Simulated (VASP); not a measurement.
The system is SiB.

```
CELL_PARAMETERS angstrom
0.00000 2.27221 2.27221
2.27221 0.00000 2.27221
2.27221 2.27221 0.00000
ATOMIC_POSITIONS crystal
Si 0.50000 0.50000 0.50000
B 0.00000 0.00000 0.00000
```

The cell was built by a generator and needn't be a form met in nature.

- Program: VASP 6.6.1
- Task: relaxation of cell and atoms
- Functional: PBE
- Potentials or basis: VASP PAW PBE potentials, release 64 (Si, B)
- Cutoff: 520 eV
- k mesh: 8 × 8 × 8
- Occupations: gaussian, width 0.15 eV
- Spin: no spin polarisation

At the start: pressure -18.2 GPa; volume 11.73 Å³/atom.

Question: Where does the relaxation end?

Answer: Over 3 steps the energy falls by 105.2 meV/atom and the volume is 10.08 Å³/atom (-14.1 %); space group Fm-3m (No. 225, to 0.05 Å).

Step by step:
```tsv
step	energy change (eV)	largest force (eV/Å)	pressure (GPa)	volume (Å³)
1	0.0000	0.0000	-18.18	23.46
2	-0.1881	0.0000	8.19	19.23
3	-0.2103	0.0000	-0.06	20.15
```

Final structure:
```cif
data_structure
_symmetry_space_group_name_H-M 'P 1'
_symmetry_Int_Tables_number 1
_cell_length_a 3.0544
_cell_length_b 3.0544
_cell_length_c 3.0544
_cell_angle_alpha 60.000
_cell_angle_beta 60.000
_cell_angle_gamma 60.000
_cell_volume 20.15
loop_
_atom_site_label
_atom_site_type_symbol
_atom_site_fract_x
_atom_site_fract_y
_atom_site_fract_z
_atom_site_occupancy
Si1 Si 0.50000 0.50000 0.50000 1
B1 B 0.00000 0.00000 0.00000 1
```
